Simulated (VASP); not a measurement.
Si2P:

```
Si P
1.0
     0.00000    3.22738    3.22738
     3.22738    0.00000    3.22738
     3.22738    3.22738    0.00000
Si P
2 1
Direct
  0.75000 0.75000 0.75000
  0.25000 0.25000 0.25000
  0.00000 0.00000 0.00000
```

The cell was built by a generator and needn't be a form met in nature.

```yaml
Program: VASP 6.6.1
Task: relaxation of cell and atoms
Functional: PBE
Potentials_or_basis: VASP PAW PBE potentials, release 64 (Si, P)
Cutoff: 520 eV
k_mesh: 6 × 6 × 6
Occupations: gaussian, width 0.15 eV
Spin: no spin polarisation
```

At the start: pressure -11.0 GPa; volume 22.41 Å³/atom.

Task: How do energy, volume and symmetry change on relaxing?

Result: Over 4 steps the energy falls by 305.4 meV/atom and the volume is 16.15 Å³/atom (-27.9 %); space group Fm-3m (No. 225, to 0.05 Å).

The path:
```tsv
step	energy change (eV)	largest force (eV/Å)	pressure (GPa)	volume (Å³)
1	0.0000	0.0000	-11.04	67.23
2	-0.8085	0.0000	-6.41	53.30
3	-0.9124	0.0000	1.43	47.54
4	-0.9162	0.0000	-0.09	48.46
```

Final structure:
```
CELL_PARAMETERS angstrom
0.00000 2.89377 2.89377
2.89377 0.00000 2.89377
2.89377 2.89377 0.00000
ATOMIC_POSITIONS crystal
Si 0.75000 0.75000 0.75000
Si 0.25000 0.25000 0.25000
P 0.00000 0.00000 0.00000
```

Caveat: the volume moved by over 15 % at a fixed basis, so the end points are rough.
